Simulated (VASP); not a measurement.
Computed with LDA (Ceperley-Alder, Perdew-Zunger), VASP's LDA PAW potentials (set 64) (plane waves; VASP 6.6.1).

VASP input:

### INCAR
```
! general
SYSTEM   =  YSF
PREC     =  Accurate
ENCUT    =  520   ! plane-wave cut-off (eV)
LREAL    =  .FALSE.   ! projection in real space or not
LASPH    =  .TRUE.   ! aspherical one-centre terms

! electronic loop
EDIFF    =  1E-7   ! SCF stop (eV)
NELM     =  100
ALGO     =  Normal
LMAXMIX  =  4   ! l cut-off of mixed one-centre charges

! smearing
ISMEAR   =  -5   ! tetrahedra, Bloechl

! ions
ISIF     =  2   ! forces and stress, cell fixed

! output
LWAVE    =  .FALSE.
LCHARG   =  .TRUE.
LORBIT   =  11   ! lm-projected
NEDOS    =  601

! other
LEFG     =  .TRUE.
```

File KPOINTS:
```
Automatic
0
gamma
7 7 4
```

**POSCAR**
```
YSF
1
    3.7007814064     0.0000000000     0.0000000000
    0.0000000000     3.7007814064     0.0000000000
    0.0000000000    -0.0000000000     6.7027219133
Y S F
2 2 2
Direct
  1.0000000000   0.5000000000   0.2259714148
  0.5000000000   1.0000000000   0.7740285852
  1.0000000000   0.5000000000   0.6430233248
  0.5000000000   0.0000000000   0.3569766752
  0.0000000000   1.0000000000   0.0000000000
  0.5000000000   0.5000000000   0.0000000000
```

POTCAR, in this order: Y_sv S F (LDA.64 set). Program: vasp_std.

Task: What does the run give for the energy per atom (σ→0), band gap (on the k-mesh)?

Result: 
The energy per atom (σ→0) is -7.806 eV/atom and the band gap (on the k-mesh) comes out as 0.99 eV.

File OSZICAR:
```
...
DAV:   9    -0.468377689401E+02    0.26256E-02   -0.25170E-02  2168   0.985E-01    0.479E-01
DAV:  10    -0.468375423255E+02    0.22661E-03   -0.26146E-03  2356   0.374E-01    0.119E-01
DAV:  11    -0.468375202673E+02    0.22058E-04   -0.33520E-04  2224   0.113E-01    0.492E-02
DAV:  12    -0.468375145831E+02    0.56842E-05   -0.30582E-05  2592   0.266E-02    0.123E-02
DAV:  13    -0.468375144725E+02    0.11058E-06   -0.20289E-06  2548   0.865E-03    0.727E-03
DAV:  14    -0.468375145762E+02   -0.10370E-06   -0.57221E-07  1740   0.502E-03    0.284E-03
DAV:  15    -0.468375145656E+02    0.10665E-07   -0.12662E-07  1212   0.272E-03
   1 F= -.46837515E+02 E0= -.46837515E+02  d E =0.000000E+00
```

The structure comes from a computed database's YSF entry (P4/nmm); how it stands against other phases isn't given here. It was relaxed first, which changed the volume by -6 %.
